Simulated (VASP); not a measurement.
Consider the following.

```yaml
crystal:
  lattice:
    - [0.00000, 2.63362, 2.63362]
    - [2.63362, 0.00000, 2.63362]
    - [2.63362, 2.63362, 0.00000]
  atoms:
    - { symbol: Li, position: [0.00000, 0.00000, 0.00000] }
    - { symbol: Br, position: [0.50000, 0.50000, 0.50000] }
```

The numbers are results of PBE GGA with D3 dispersion (Becke-Johnson damping), VASP's PBE PAW potentials (set 64) (plane waves; VASP 6.6.1), not measurements. Run with 520 eV cut-off, 9×9×9 Γ-centred mesh, Gaussian smearing of 0.050 eV, potentials Li_sv Br.

**Question.** Estimate the energy per atom (σ→0), pressure.

**Answer.** 
| Property | Value |
|---|---|
| energy per atom (σ→0) | -3.562 eV/atom |
| pressure | 2.19 GPa |

The compound is LiBr in the rock salt structure. This cell is one point of a volume scan, at 0.94 of the reference volume.
